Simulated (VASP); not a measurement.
These are HSE06 screened hybrid, VASP's PBE PAW potentials (set 64) (plane waves; VASP 6.6.1) values and carry that method's errors.

A VASP calculation is set up with these files.

### KPOINTS
```
Automatic mesh
0
Gamma
6 6 6
0 0 0
```

File POSCAR:
```
MgS
1
    0.0000000000     2.5850047983     2.5850047983
    2.5850047983     0.0000000000     2.5850047983
    2.5850047983     2.5850047983     0.0000000000
Mg S
1 1
Direct
  0.0000000000   0.0000000000   0.0000000000
  0.5000000000   0.5000000000   0.5000000000
```

### INCAR
```
LASPH=.TRUE.   # aspherical one-centre terms
ALGO=Normal
SYSTEM=MgS
HFSCREEN=0.2
LCHARG=.FALSE.
ENCUT=520   # plane-wave cut-off (eV)
NELM=60   # most electronic steps
PREC=Accurate
ISYM=3
ISMEAR=0   # Gaussian
LREAL=.FALSE.   # projection in real space or not
AEXX=0.25
PRECFOCK=Fast
LHFCALC=.TRUE.
SIGMA=0.05   # width (eV)
ISIF=2
LWAVE=.FALSE.
GGA=PE   # PBE
EDIFF=1E-6
```

POTCAR, in this order: Mg S (PBE.64 set). Program: vasp_std. Read from the step before: WAVECAR.

What VASP printed:

### OSZICAR
```
       N       E                     dE             d eps       ncg     rms          rms(c)
DAV:   1    -0.990577173643E+01   -0.99058E+01   -0.21286E-01   256   0.286E+00    0.886E-01
DAV:   2    -0.990706568532E+01   -0.12939E-02   -0.29431E-03   352   0.447E-01    0.648E-01
DAV:   3    -0.990685328435E+01    0.21240E-03   -0.80896E-05   320   0.822E-02    0.361E-01
DAV:   4    -0.990676789880E+01    0.85386E-04   -0.29954E-05   296   0.460E-02    0.196E-01
DAV:   5    -0.990673661783E+01    0.31281E-04   -0.11828E-05   288   0.290E-02    0.104E-01
DAV:   6    -0.990672490469E+01    0.11713E-04   -0.41784E-06   328   0.175E-02    0.537E-02
DAV:   7    -0.990672034165E+01    0.45630E-05   -0.15050E-06   280   0.107E-02    0.271E-02
DAV:   8    -0.990671848986E+01    0.18518E-05   -0.54905E-07   136   0.668E-03    0.136E-02
DAV:   9    -0.990671778882E+01    0.70103E-06   -0.21635E-07   136   0.457E-03
   1 F= -.99067178E+01 E0= -.99067178E+01  d E =-.823491E-17
```

**OUTCAR**
```
------------------------ aborting loop because EDIFF is reached ----------------------------------------
  FORCE on cell =-STRESS in cart. coord.  units (eV):
  Direction    XX          YY          ZZ          XY          YZ          ZX
  --------------------------------------------------------------------------------------
  Total        0.1786802      0.1786802      0.1786802      0.0000000      0.0000000     -0.0000000
  in kB        8.2865344      8.2865344      8.2865344      0.0000000      0.0000000     -0.0000000
  external PRESSURE =       8.2865344 kB  Pullay stress =       0.0000000 kB
  volume of cell :       34.55
      direct lattice vectors                 reciprocal lattice vectors
     0.000000000  2.585004798  2.585004798    -0.193423239  0.193423239  0.193423239
     2.585004798  0.000000000  2.585004798     0.193423239 -0.193423239  0.193423239
     2.585004798  2.585004798  0.000000000     0.193423239  0.193423239 -0.193423239
 POSITION                                       TOTAL-FORCE (eV/Angst)
 -----------------------------------------------------------------------------------
      0.00000      0.00000      0.00000        -0.000000     -0.000000     -0.000000
      2.58500      2.58500      2.58500         0.000000      0.000000      0.000000
 -----------------------------------------------------------------------------------
    total drift:                               -0.000001     -0.000001     -0.000001
  FREE ENERGIE OF THE ION-ELECTRON SYSTEM (eV)
  ---------------------------------------------------
  free  energy   TOTEN  =        -9.9067177888 eV

  energy  without entropy=       -9.9067177888  energy(sigma->0) =       -9.90671779

  exchange ACFDT corr.  =         0.00000000  see jH, gK, PRB 81, 115126
```
(Selected blocks of OUTCAR.)

OUTCAR:
```
 val. band max:        3.2241285992   @ k =   0.0000   0.0000   0.0000

 cond. band min:       7.0424461565   @ k =   0.5000   0.5000   0.0000


 Fermi energy:         3.5047232319

 k-point     1 :       0.0000    0.0000    0.0000
  band No.  band energies     occupation
      1     -10.8638      2.00000
      2       3.2241      2.00000
      3       3.2241      2.00000
      4       3.2241      2.00000
      5       8.2047      0.00000
      6      12.3419      0.00000
      7      12.3419      0.00000
      8      12.3419      0.00000

 k-point     2 :       0.1667    0.0000    0.0000
  band No.  band energies     occupation
      1     -10.5658      2.00000
      2       1.4680      2.00000
      3       3.0334      2.00000
      4       3.0334      2.00000
      5       9.2883      0.00000
      6      12.1044      0.00000
      7      12.6572      0.00000
      8      12.6572      0.00000

 k-point     3 :       0.3333    0.0000    0.0000
  band No.  band energies     occupation
      1      -9.8431      2.00000
      2      -1.0311      2.00000
      3       2.7012      2.00000
      4       2.7012      2.00000
      5       9.1065      0.00000
      6      11.7807      0.00000
      7      11.7807      0.00000
      8      14.1955      0.00000

 k-point     4 :       0.5000    0.0000    0.0000
  band No.  band energies     occupation
      1      -9.3782      2.00000
      2      -2.1626      2.00000
      3       2.5542      2.00000
      4       2.5542      2.00000
      5       8.8311      0.00000
      6      11.3260      0.00000
      7      11.3260      0.00000
      8      15.0580      0.00000

 k-point     5 :       0.1667    0.1667    0.0000
  band No.  band energies     occupation
      1     -10.4688      2.00000
      2       1.5897      2.00000
      3       2.6293      2.00000
      4       2.6293      2.00000
      5       9.8673      0.00000
      6      10.7918      0.00000
      7      12.4423      0.00000
...
```

The compound is MgS in the rock salt structure. This cell is one point of a volume scan, at 0.97 of the reference volume. The cell's shape comes from a PBE relaxation.
